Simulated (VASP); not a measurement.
Output of a VASP run:

### OUTCAR
```
 ion  position               nearest neighbor table
   1  0.000  0.000  0.000-   2 2.43   3 2.43   2 2.43   3 2.43   3 2.43   3 2.43   2 2.43   2 2.43
                             3 2.43   3 2.43   2 2.43   2 2.43
   2  0.333  0.667  0.500-   3 1.75   3 1.75   3 1.75   1 2.43   1 2.43   1 2.43   1 2.43   1 2.43
                             1 2.43
   3  0.667  0.333  0.500-   2 1.75   2 1.75   2 1.75   1 2.43   1 2.43   1 2.43   1 2.43   1 2.43
                             1 2.43
  LATTYP: Found a hexagonal cell.
 ALAT       =     3.0306263759
 C/A-ratio  =     1.1096218450
 Subroutine PRICEL returns:
 Original cell was already a primitive cell.
 Subroutine GETGRP returns: Found 24 space group operations
The static configuration has the point symmetry D_6h.
The dynamic configuration has the point symmetry D_6h.
 Subroutine INISYM returns: Found 24 space group operations
 Subroutine IBZKPT returns following result:
 Found     95 irreducible k-points:

 Following reciprocal coordinates:
            Coordinates               Weight
  0.000000  0.000000  0.000000      1.000000
  0.083333  0.000000  0.000000      6.000000
  0.166667  0.000000  0.000000      6.000000
  0.250000  0.000000  0.000000      6.000000
  0.333333  0.000000  0.000000      6.000000
  0.416667  0.000000  0.000000      6.000000
  0.500000  0.000000  0.000000      3.000000
  0.083333  0.083333  0.000000      6.000000
  0.166667  0.083333  0.000000     12.000000
  0.250000  0.083333  0.000000     12.000000
  0.333333  0.083333  0.000000     12.000000
  0.416667  0.083333  0.000000     12.000000
  0.166667  0.166667  0.000000      6.000000
  0.250000  0.166667  0.000000     12.000000
  0.333333  0.166667  0.000000     12.000000
  0.416667  0.166667  0.000000      6.000000
  0.250000  0.250000  0.000000      6.000000
  0.333333  0.250000  0.000000     12.000000
  0.333333  0.333333  0.000000      2.000000
  0.000000  0.000000  0.111111      2.000000
  0.083333  0.000000  0.111111     12.000000
  0.166667  0.000000  0.111111     12.000000
  0.250000  0.000000  0.111111     12.000000
  0.333333  0.000000  0.111111     12.000000
  0.416667  0.000000  0.111111     12.000000
  0.500000  0.000000  0.111111      6.000000
  0.083333  0.083333  0.111111     12.000000
  0.166667  0.083333  0.111111     24.000000
  0.250000  0.083333  0.111111     24.000000
  0.333333  0.083333  0.111111     24.000000
  0.416667  0.083333  0.111111     24.000000
  0.166667  0.166667  0.111111     12.000000
  0.250000  0.166667  0.111111     24.000000
  0.333333  0.166667  0.111111     24.000000
  0.416667  0.166667  0.111111     12.000000
  0.250000  0.250000  0.111111     12.000000
  0.333333  0.250000  0.111111     24.000000
  0.333333  0.333333  0.111111      4.000000
  0.000000  0.000000  0.222222      2.000000
  0.083333  0.000000  0.222222     12.000000
   k-points           NKPTS =     95   k-points in BZ     NKDIM =     95   number of bands    NBANDS=     13
   number of dos      NEDOS =    301   number of ions     NIONS =      3
   total plane-waves  NPLWV =  21952
   dimension x,y,z NGX =    28 NGY =   28 NGZ =   28
   dimension x,y,z NGXF=    56 NGYF=   56 NGZF=   56
   ions per type =               1   2
   PREC   = accura    normal or accurate (medium, high low for compatibility)
   ISTART =      0    job   : 0-new  1-cont  2-samecut
   ICHARG =      2    charge: 1-file 2-atom 10-const
   ISPIN  =      1    spin polarized calculation?
   LNONCOLLINEAR =      F non collinear calculations
   LSORBIT =      F    spin-orbit coupling
   INIWAV =      1    electr: 0-lowe 1-rand  2-diag
   ENCUT  =  620.0 eV  45.57 Ry    6.75 a.u.   6.15  6.15  6.83*2*pi/ulx,y,z
   NELM   =    100;   NELMIN=  2; NELMDL= -5     # of ELM steps
   EDIFF  = 0.1E-05   stopping-criterion for ELM
   LREAL  =      F    real-space projection
   NLSPLINE    = F    spline interpolate recip. space projectors
   LMAXMIX     =    4 max onsite mixed and CHGCAR
...
```

OSZICAR:
```
       N       E                     dE             d eps       ncg     rms          rms(c)
DAV:   1     0.135244800291E+03    0.13524E+03   -0.11303E+04  2470   0.162E+03
DAV:   2    -0.208280825671E+02   -0.15607E+03   -0.15013E+03  2898   0.375E+02
DAV:   3    -0.272297320743E+02   -0.64016E+01   -0.63559E+01  3902   0.684E+01
DAV:   4    -0.273676408362E+02   -0.13791E+00   -0.13786E+00  3118   0.926E+00
DAV:   5    -0.273703049309E+02   -0.26641E-02   -0.26640E-02  3780   0.110E+00    0.294E+01
DAV:   6    -0.245254498938E+02    0.28449E+01   -0.76540E+00  2973   0.217E+01    0.125E+01
DAV:   7    -0.244659714826E+02    0.59478E-01   -0.10219E+00  3671   0.718E+00    0.402E+00
DAV:   8    -0.244701382031E+02   -0.41667E-02   -0.14910E-01  2913   0.384E+00    0.774E-01
DAV:   9    -0.244657018989E+02    0.44363E-02   -0.23471E-02  2961   0.140E+00    0.170E-01
DAV:  10    -0.244655754662E+02    0.12643E-03   -0.93997E-04  2994   0.302E-01    0.467E-02
DAV:  11    -0.244655778025E+02   -0.23363E-05   -0.31539E-05  3411   0.621E-02    0.205E-02
DAV:  12    -0.244655763951E+02    0.14075E-05   -0.48997E-06  2959   0.232E-02    0.295E-03
DAV:  13    -0.244655765125E+02   -0.11742E-06   -0.69725E-07  1545   0.852E-03
   1 F= -.16952727E+02 E0= -.16952747E+02  d E =-.169527E+02
       N       E                     dE             d eps       ncg     rms          rms(c)
DAV:   1    -0.244728579085E+02   -0.72815E-02   -0.87639E-03  2720   0.101E+00    0.167E-01
DAV:   2    -0.244727411074E+02    0.11680E-03   -0.33868E-04  2730   0.207E-01    0.586E-02
DAV:   3    -0.244727086350E+02    0.32472E-04   -0.11994E-04  3888   0.975E-02    0.165E-02
DAV:   4    -0.244727084146E+02    0.22038E-06   -0.53891E-06  2885   0.219E-02
   2 F= -.16952746E+02 E0= -.16952762E+02  d E =-.186989E-04
```

File OUTCAR:
```
------------------------ aborting loop because EDIFF is reached ----------------------------------------
  FORCE on cell =-STRESS in cart. coord.  units (eV):
  Direction    XX          YY          ZZ          XY          YZ          ZX
  --------------------------------------------------------------------------------------
  Total        7.4876056      7.4876115      7.4848309     -0.0000000      0.0000000     -0.0000000
  in kB      448.0637282    448.0640800    447.8976880     -0.0000000      0.0000000     -0.0000000
  external PRESSURE =      -1.9915013 kB  Pullay stress =     450.0000000 kB
  volume of cell :       26.77
      direct lattice vectors                 reciprocal lattice vectors
     1.515114481 -2.624256291 -0.000000000     0.330008066 -0.190530171 -0.000000000
     1.515114481  2.624256291  0.000000000     0.330008066  0.190530171 -0.000000000
     0.000000000 -0.000000000  3.366914306    -0.000000000 -0.000000000  0.297007856
 POSITION                                       TOTAL-FORCE (eV/Angst)
 -----------------------------------------------------------------------------------
      0.00000      0.00000      0.00000         0.000000     -0.000000      0.000000
      1.51511      0.87475      1.68346         0.000000      0.000000     -0.000000
      1.51511     -0.87475      1.68346        -0.000000     -0.000000      0.000000
 -----------------------------------------------------------------------------------
    total drift:                                0.000000      0.000000      0.000000
  FREE ENERGIE OF THE ION-ELECTRON SYSTEM (eV)
  ---------------------------------------------------
  free  energy   TOTEN  =       -24.4727084146 eV

  energy  without entropy=      -24.4727580475  energy(sigma->0) =      -24.47272496
  enthalpy is  TOTEN    =       -16.9527457229 eV   P V=        7.5199626917

 reached required accuracy - stopping structural energy minimisation
```
(Selected blocks of OUTCAR.)

POSCAR:
```
ZrB2
1
    1.5153128285    -2.6245996384    -0.0000000000
    1.5153128285     2.6245996384    -0.0000000000
    0.0000000000     0.0000000000     3.3628492307
Zr B
1 2
Direct
  0.0000000000   0.0000000000   0.0000000000
  0.3333330000   0.6666670000   0.5000000000
  0.6666670000   0.3333330000   0.5000000000
```

Task: Reconstruct the remaining input files.

Result: One answer among several that fit: the input of the run itself, PBE GGA, plane waves, VASP's PBE PAW potentials (set 64).

**INCAR**
```
SYSTEM = ZrB2
PREC = Accurate
ENCUT = 620
EDIFF = 1E-6
NELM = 100
ALGO = Normal
LREAL = .FALSE.
LASPH = .TRUE.
ISMEAR = 1
SIGMA = 0.1
GGA = PE
LMAXMIX = 4
LWAVE = .FALSE.
LCHARG = .FALSE.
IBRION = 2
ISIF = 3
NSW = 40
EDIFFG = -0.02
PSTRESS = 450
```

KPOINTS:
```
Automatic mesh
0
Gamma
12 12 9
0 0 0
```

POTCAR, in this order: Zr_sv B (PBE.64 set). Program: vasp_std.

The compound is ZrB2 in the AlB2 type structure. This run relaxes it under an external pressure of 45 GPa. Symmetry was kept, so distortions that lower it aren't found.
